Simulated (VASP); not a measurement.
VASP runs on YHg2 (space group P6/mmm) share one base input (LDA (Ceperley-Alder, Perdew-Zunger), plane waves, VASP's LDA PAW potentials (set 64)) and change the settings named in each case.

**POSCAR**
```
YHg2
1.0
  4.7710000000   0.0000000000   0.0000000000
 -2.3855000000   4.1318070000   0.0000000000
  0.0000000000   0.0000000000   3.5360000000
Y Hg
1 2
Cart
  0.0000000000   0.0000000000   0.0000000000
 -0.0000023855   2.7545393773   1.7680000000
  2.3855023855   1.3772676227   1.7680000000
```

**INCAR**
```
SYSTEM = YHg2
PREC = Accurate
ENCUT = 300
EDIFF = 1E-6
NELM = 100
ALGO = Normal
LREAL = .FALSE.
LASPH = .TRUE.
ISMEAR = -1
SIGMA = 0.1
LMAXMIX = 6
LWAVE = .FALSE.
LCHARG = .FALSE.
ISIF = 2
```

**KPOINTS**
```
Automatic mesh
0
Gamma
10 10 11
0 0 0
```

POTCAR, in this order: Y_sv Hg (LDA.64 set). Program: vasp_std.

```tsv
change	E(σ→0) (eV/atom)	pressure (GPa)	−TS (eV)
base run	-3.5351	-2.22	-0.0590
GGA = PS, POTCAR Y_sv Hg (PBE.64 set)	-3.1860	0.31	-0.0583
GGA_COMPAT = .FALSE., LNONCOLLINEAR = .TRUE., LSORBIT = .TRUE., MAGMOM = 0.0 0.0 0.0 0.0 0.0 0.0 0.0 0.0 0.0, program vasp_ncl	-3.7836	-3.02	-0.0589
KPOINTS 5×5×5 Γ-centred mesh	-3.5331	-2.32	-0.0574
```
 Energies of different potentials or functionals have different zeros.  Unless said otherwise, spin-orbit coupling is left out, though it shifts the bands of the heavy elements here. At 300 eV the pressure can carry a Pulay error.

Left out are runs that ran out of time, are held back, or changed the cell or the kind of run, fixed moments of cells without a moment, rows past the twelfth, gaps on odd meshes, pressures of charged cells and columns that move by less than the noise.

The structure comes from a measured YHg2 entry (P6/mmm) of the Crystallography Open Database, whose conditions weren't checked. The cell was not relaxed at this level.
